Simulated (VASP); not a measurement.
# LiZr4N3 (P6_3/mmc) in VASP: phonons with PBE

Aim: the phonons of LiZr4N3 with PBE.

Program: VASP 6.6.1. These are calculated values, not measurements. Logs are shortened: lines on timing, memory, paths and dates and some standing lists are left out, and cuts for length are marked.

## (1) Starting point

It takes space group P6_3/mmc (No. 194, hexagonal). The conventional cell has a = 3.243 Å, b = 3.243 Å, c = 26.440 Å, α = 90.00°, β = 90.00°, γ = 120.00°. Around Li (site symmetry -6m2) lie 6 Li at 3.24 Å and 6 Zr at 3.27 Å. Zr (site symmetry 3m) is surrounded by 3 N at 2.26 Å. Zr (site symmetry 3m) is surrounded by 6 N at 2.28 to 2.32 Å. N (site symmetry 3m) is surrounded by 6 Zr at 2.26 to 2.28 Å. N (site symmetry -3m) is surrounded by 6 Zr at 2.32 Å.

The cell was built by a generator and needn't be a form met in nature.

## (2) Phonons, PBE

POSCAR reads:

```
LiZr4N3
1.0
    3.2431700000      0.0000000000      0.0000000000
   -1.6215850000      2.8086670000      0.0000000000
    0.0000000000      0.0000000000     26.4401100000
Li Zr N
2 8 6
Direct
    0.6666670000      0.3333330000      0.7500000000
    0.3333330000      0.6666670000      0.2500000000
    0.0000000000      0.0000000000      0.8515840000
    0.6666670000      0.3333330000      0.9484030000
    0.0000000000      0.0000000000      0.1484160000
    0.3333330000      0.6666670000      0.0515970000
    0.0000000000      0.0000000000      0.6484160000
    0.6666670000      0.3333330000      0.5515970000
    0.0000000000      0.0000000000      0.3515840000
    0.3333330000      0.6666670000      0.4484030000
    0.3333330000      0.6666670000      0.8994190000
    0.6666670000      0.3333330000      0.1005810000
    0.0000000000      0.0000000000      0.0000000000
    0.3333330000      0.6666670000      0.6005810000
    0.6666670000      0.3333330000      0.3994190000
    0.0000000000      0.0000000000      0.5000000000
```

INCAR.step1 reads:

```
PREC = Accurate
ENCUT = 520
EDIFF = 1E-8
ISMEAR = 0
SIGMA = 0.1
LREAL = F
LASPH = T
NELM = 60
ALGO = Normal
ISIF = 3
LWAVE = F
LCHARG = F
GGA = PE
KPAR = 8
IBRION = 2
NSW = 40
EDIFFG = -0.002
```

INCAR.step2 reads:

```
PREC = Accurate
ENCUT = 520
EDIFF = 1E-8
ISMEAR = 0
SIGMA = 0.1
LREAL = F
LASPH = T
NELM = 60
ALGO = Normal
ISIF = 2
LWAVE = F
LCHARG = F
GGA = PE
KPAR = 8
IBRION = 6
NFREE = 2
POTIM = 0.015
NSW = 1
```

KPOINTS reads:

```
Automatic mesh
0
Gamma
  7 7 2
```

Potentials or basis: VASP PAW PBE potentials, release 64 (Li_sv, Zr_sv, N).

Command:

```bash
$ cat potpaw_PBE.64/Li_sv/POTCAR potpaw_PBE.64/Zr_sv/POTCAR potpaw_PBE.64/N/POTCAR > POTCAR
$ cp INCAR.step1 INCAR
$ mpirun -np 8 vasp_std > vasp.out
$ cp CONTCAR POSCAR
$ cp INCAR.step2 INCAR
$ mpirun -np 8 vasp_std > vasp.out
```

OUTCAR:

```text
PREC = Accurate
   ENCUT = 520
   EDIFF = 1E-8
   ISMEAR = 0
   LREAL = F
   LASPH = T
   NELM = 60
   ISIF = 2
   GGA = PE
   IBRION = 6
   NFREE = 2
   POTIM = 0.015
   NSW = 1

 ion  position               nearest neighbor table
   1  0.667  0.333  0.750-
   2  0.333  0.667  0.250-
   3  0.000  0.000  0.852-  11 2.26  11 2.26  11 2.26   4 3.17   4 3.17   4 3.17
   4  0.667  0.333  0.948-  11 2.27  11 2.27  11 2.27  13 2.32  13 2.32  13 2.32   3 3.17   3 3.17
                             3 3.17   6 3.32   6 3.32   6 3.32
   5  0.000  0.000  0.148-  12 2.26  12 2.26  12 2.26   6 3.17   6 3.17   6 3.17
   6  0.333  0.667  0.052-  12 2.27  12 2.27  12 2.27  13 2.32  13 2.32  13 2.32   5 3.17   5 3.17
                             5 3.17   4 3.32   4 3.32   4 3.32
   7  0.000  0.000  0.648-  14 2.26  14 2.26  14 2.26   8 3.17   8 3.17   8 3.17
   8  0.667  0.333  0.552-  14 2.27  14 2.27  14 2.27  16 2.32  16 2.32  16 2.32   7 3.17   7 3.17
                             7 3.17  10 3.32  10 3.32  10 3.32
   9  0.000  0.000  0.352-  15 2.26  15 2.26  15 2.26  10 3.17  10 3.17  10 3.17
  10  0.333  0.667  0.448-  15 2.27  15 2.27  15 2.27  16 2.32  16 2.32  16 2.32   9 3.17   9 3.17
                             9 3.17   8 3.32   8 3.32   8 3.32
  11  0.333  0.667  0.900-   3 2.26   3 2.26   3 2.26   4 2.27   4 2.27   4 2.27
  12  0.667  0.333  0.100-   5 2.26   5 2.26   5 2.26   6 2.27   6 2.27   6 2.27
  13  0.000  0.000  0.000-   4 2.32   6 2.32   6 2.32   4 2.32   4 2.32   6 2.32
  14  0.333  0.667  0.600-   7 2.26   7 2.26   7 2.26   8 2.27   8 2.27   8 2.27
  15  0.667  0.333  0.400-   9 2.26   9 2.26   9 2.26  10 2.27  10 2.27  10 2.27
  16  0.000  0.000  0.500-   8 2.32  10 2.32  10 2.32   8 2.32   8 2.32  10 2.32

  LATTYP: Found a hexagonal cell.
 ALAT       =     3.2445083354
 C/A-ratio  =     8.1539109342

  Lattice vectors:

 A1 = (   3.2445083354,   0.0000000000,   0.0000000000)
 A2 = (  -1.6222541677,   2.8098260317,   0.0000000000)
 A3 = (   0.0000000000,   0.0000000000,  26.4554319922)

Analysis of symmetry for initial positions (statically):
=====================================================================
 Subroutine PRICEL returns:
 Original cell was already a primitive cell.

 Routine SETGRP: Setting up the symmetry group for a
 hexagonal supercell.

 Subroutine GETGRP returns: Found 24 space group operations
 (whereof 12 operations were pure point group operations)
 out of a pool of 24 trial point group operations.

The static configuration has the point symmetry D_3d.
 The point group associated with its full space group is D_6h.

Analysis of symmetry for dynamics (positions and initial velocities):
=====================================================================
 Subroutine PRICEL returns:
 Original cell was already a primitive cell.

 Routine SETGRP: Setting up the symmetry group for a
 hexagonal supercell.

 Subroutine GETGRP returns: Found 24 space group operations
 (whereof 12 operations were pure point group operations)
 out of a pool of 24 trial point group operations.

The dynamic configuration has the point symmetry D_3d.
 The point group associated with its full space group is D_6h.

 Subroutine INISYM returns: Found 24 space group operations
 (whereof 12 operations are pure point group operations),
 and found     1 'primitive' translations

----------------------------------------------------------------------------------------

                                     Primitive cell

  volume of cell :     241.1811

  direct lattice vectors                    reciprocal lattice vectors
     3.244508335  0.000000000  0.000000000     0.308213109  0.177946960  0.000000000
    -1.622254168  2.809826032  0.000000000     0.000000000  0.355893920  0.000000000
[... 122 lines left out ...]
   IMIX   =      4    mixing-type and parameters
     AMIX     =   0.40;   BMIX     =  1.00
     AMIX_MAG =   1.60;   BMIX_MAG =  1.00
  volume/ion in A,a.u.               =      15.07       101.72
  Fermi-wavevector in a.u.,A,eV,Ry     =   1.339117  2.530564 24.398422  1.793233
  Thomas-Fermi vector in A             =   2.467534
   LORBIT       =      0    0 simple, 1 ext, 2 COOP (PROOUT), +10 PAW based schemes
   GGA     = PE    functional components
   LHFCALC =     F    Hartree Fock is set to
   AEXX    =    0.0000 exact exchange contribution
   IVDW    =     0    specifies the selected vdW correction
   LEPSILON=     F    determine dielectric tensor
   LRPA    =     F    only Hartree local field effects (RPA)
 finite differences with symmetry
 non-spin polarized calculation
 Gauss-broadening in eV      SIGMA  =   0.10
  energy-cutoff  :      520.00
  volume of cell :      241.18
 maximum number of plane-waves:      6566
   NGX = 13   NGY = 13   NGZ = 99

--------------------------------------- Ionic step        1  -------------------------------------------

 number of electron     132.0000014 magnetization

 Free energy of the ion-electron system (eV)
  ---------------------------------------------------
  ext. energy  EPLUGINS =         0.00000000
  ---------------------------------------------------
  free energy    TOTEN  =      -142.05881693 eV

  energy without entropy =     -142.01478506  energy(sigma->0) =     -142.03680099

------------------------ aborting loop because EDIFF is reached ----------------------------------------

  FORCE on cell =-STRESS in cart. coord.  units (eV):
  Direction    XX          YY          ZZ          XY          YZ          ZX
  --------------------------------------------------------------------------------------
  -------------------------------------------------------------------------------------
  Total        0.0077280      0.0077280      0.0160491      0.0000000     -0.0000000      0.0000000
  in kB        0.0513374      0.0513373      0.1066152      0.0000000     -0.0000000      0.0000000
  external PRESSURE =       0.0697633 kB  Pullay stress =       0.0000000 kB
[... 131 lines left out ...]
  FREE ENERGIE OF THE ION-ELECTRON SYSTEM (eV)
  ---------------------------------------------------
  free  energy   TOTEN  =      -142.0587616470 eV

  energy  without entropy=     -142.0147346407  energy(sigma->0) =     -142.03674814

[... ionic steps 4 to 18 ...]

--------------------------------------- Ionic step       19  -------------------------------------------

 number of electron     132.0000013 magnetization

------------------------ aborting loop because EDIFF is reached ----------------------------------------
[... 95 lines left out ...]
--------------------------------------- Ionic step       21  -------------------------------------------

 number of electron     132.0000015 magnetization

 Free energy of the ion-electron system (eV)
  ---------------------------------------------------
  ext. energy  EPLUGINS =         0.00000000
  ---------------------------------------------------
  free energy    TOTEN  =      -142.05737905 eV

  energy without entropy =     -142.01333296  energy(sigma->0) =     -142.03535600

 E-fermi :   8.7186     XC(G=0): -11.0542

 val. band max:        8.7007146694   @ k =   0.0000   0.0000   0.0000
 cond. band min:       8.7217844725   @ k =   0.1429   0.1429   0.0000
 fundamental gap:      0.0210698031
 Fermi energy:         8.7185923631

 k-point     1 :       0.0000    0.0000    0.0000
  band No.  band energies     occupation
      1     -40.8132      2.00000
      2     -40.8116      2.00000
      3     -40.7584      2.00000
      4     -40.7563      2.00000
      5     -40.3413      2.00000
      6     -40.3370      2.00000
[... 1285 lines left out ...]
     77      11.2918      0.00000
     78      11.2958      0.00000
 [bands above 78 left out]

------------------------ aborting loop because EDIFF is reached ----------------------------------------

  FORCE on cell =-STRESS in cart. coord.  units (eV):
  Direction    XX          YY          ZZ          XY          YZ          ZX
  --------------------------------------------------------------------------------------
  -------------------------------------------------------------------------------------
  Total        0.0114196      0.0114196      0.0208016     -0.0000000      0.0000000      0.0000000
  in kB        0.0758612      0.0758611      0.1381863     -0.0000000      0.0000000      0.0000000
  external PRESSURE =       0.0966362 kB  Pullay stress =       0.0000000 kB
[... 31 lines left out ...]
  FREE ENERGIE OF THE ION-ELECTRON SYSTEM (eV)
  ---------------------------------------------------
  free  energy   TOTEN  =      -142.0573790480 eV

  energy  without entropy=     -142.0133329552  energy(sigma->0) =     -142.03535600

 INTERNAL STRAIN TENSORS FROM DISPLACED ATOMS
 ============================================

 INTERNAL STRAIN TENSOR FOR ION    1 for displacements in x,y,z  (eV/Angst):
          X           Y           Z          XY          YZ          ZX
  --------------------------------------------------------------------------------
  x     0.00000     0.00000     0.00000    -2.11432     0.00000     0.00000
  y    -2.11432     2.11432    -0.00000     0.00000     0.00000     0.00000
  z    -0.00000    -0.00000    -0.00000     0.00000     0.00000     0.00000
[... 8 lines left out ...]
 INTERNAL STRAIN TENSOR FOR ION   16 for displacements in x,y,z  (eV/Angst):
          X           Y           Z          XY          YZ          ZX
  --------------------------------------------------------------------------------
  x     0.00000     0.00000     0.00000     0.00000     0.00000     0.00000
  y     0.00000     0.00000     0.00000     0.00000     0.00000     0.00000
  z     0.00000     0.00000     0.00000     0.00000     0.00000     0.00000

 Eigenvectors and eigenvalues of the dynamical matrix
   1 f  =   15.403037 THz    96.780137 2PiTHz  513.790015 cm-1    63.701814 meV
   2 f  =   15.383114 THz    96.654956 2PiTHz  513.125452 cm-1    63.619419 meV
   3 f  =   15.074249 THz    94.714299 2PiTHz  502.822816 cm-1    62.342056 meV
   4 f  =   15.074246 THz    94.714278 2PiTHz  502.822707 cm-1    62.342042 meV
   5 f  =   15.025967 THz    94.410937 2PiTHz  501.212320 cm-1    62.142380 meV
   6 f  =   15.025964 THz    94.410917 2PiTHz  501.212211 cm-1    62.142366 meV
[... 37 lines left out ...]
  44 f  =    0.312128 THz     1.961157 2PiTHz   10.411465 cm-1     1.290857 meV
  45 f  =    0.312128 THz     1.961157 2PiTHz   10.411463 cm-1     1.290856 meV
  46 f/i=    0.001571 THz     0.009874 2PiTHz    0.052418 cm-1     0.006499 meV
  47 f/i=    0.007090 THz     0.044548 2PiTHz    0.236501 cm-1     0.029322 meV
  48 f/i=    0.007090 THz     0.044549 2PiTHz    0.236501 cm-1     0.029322 meV

 ELASTIC MODULI CONTR FROM IONIC RELAXATION (kBar)
 Direction    XX          YY          ZZ          XY          YZ          ZX
 --------------------------------------------------------------------------------
 XX        -545.2419   -250.5225   -694.9535      0.0000      0.0000      0.0000
 YY        -250.5225   -545.2415   -694.9532     -0.0000     -0.0000      0.0000
 ZZ        -694.9535   -694.9532  -1261.1439     -0.0000     -0.0000      0.0000
 XY           0.0000     -0.0000     -0.0000   -147.3596     -0.0000     -0.0000
 YZ           0.0000     -0.0000     -0.0000     -0.0000   -930.2526     -0.0000
 ZX           0.0000      0.0000      0.0000     -0.0000     -0.0000   -930.2532
 --------------------------------------------------------------------------------
```

It took 30 min on 8 MPI ranks of AMD EPYC 9R45 (Zen 5), shared host; peak memory 1.2 GiB.

What came out:

| Quantity | Value |
| --- | --- |
| Relaxed volume | 15.07 Å³/atom |
| Relaxed cell | a = 3.245 Å, b = 3.245 Å, c = 26.455 Å, α = 90.00°, β = 90.00°, γ = 120.00° |
| Space group after relaxing (to 0.05 Å) | P6_3/mmc (No. 194) |
| Highest phonon frequency at Γ, LO-TO splitting left out | 514 cm⁻¹ |

The path:
| step | energy change (eV) | largest force (eV/Å) | pressure (GPa) | volume (Å³) |
| --- | --- | --- | --- | --- |
| 1 | 0.0000 | 0.1383 | 0.00 | 240.84 |
| 2 | -0.0028 | 0.0259 | 0.06 | 240.84 |
| 3 | -0.0028 | 0.0284 | 0.06 | 240.84 |
| 4 | -0.0029 | 0.0153 | -0.09 | 241.04 |
| 5 | -0.0029 | 0.0139 | -0.07 | 241.02 |
| 6 | -0.0030 | 0.0152 | 0.02 | 240.90 |
| 7 | -0.0030 | 0.0155 | 0.02 | 240.89 |
| 8 | -0.0031 | 0.0129 | 0.02 | 240.93 |
| 9 | -0.0032 | 0.0053 | 0.01 | 241.07 |
| 10 | -0.0032 | 0.0098 | 0.00 | 241.33 |
| 11 | -0.0032 | 0.0018 | 0.01 | 241.18 |

Final structure:
```
CELL_PARAMETERS angstrom
3.24451 0.00000 0.00000
-1.62225 2.80983 0.00000
0.00000 0.00000 26.45543
ATOMIC_POSITIONS crystal
Li 0.66667 0.33333 0.75000
Li 0.33333 0.66667 0.25000
Zr 0.00000 0.00000 0.85181
Zr 0.66667 0.33333 0.94828
Zr 0.00000 0.00000 0.14819
Zr 0.33333 0.66667 0.05172
Zr 0.00000 0.00000 0.64819
Zr 0.66667 0.33333 0.55172
Zr 0.00000 0.00000 0.35181
Zr 0.33333 0.66667 0.44828
N 0.33333 0.66667 0.89983
N 0.66667 0.33333 0.10017
N 0.00000 0.00000 0.00000
N 0.33333 0.66667 0.60017
N 0.66667 0.33333 0.39983
N 0.00000 0.00000 0.50000
```

Phonon frequencies in cm⁻¹ (negative: imaginary):
```csv
q point,frequencies
"(0.000, 0.000, 0.000)",0 0 0 10 10 43 74 74 75 75 115 126 129 129 130 130 147 147 149 149 157 157 159 159 214 221 267 267 316 317 439 439 440 440 460 463 465 469 491 491 492 492 501 501 503 503 513 514
```

Caveat: the cutoff is under 1.25 times the usual one of these potentials, so pressure, stress and relaxed cells hold a basis-set (Pulay) error.
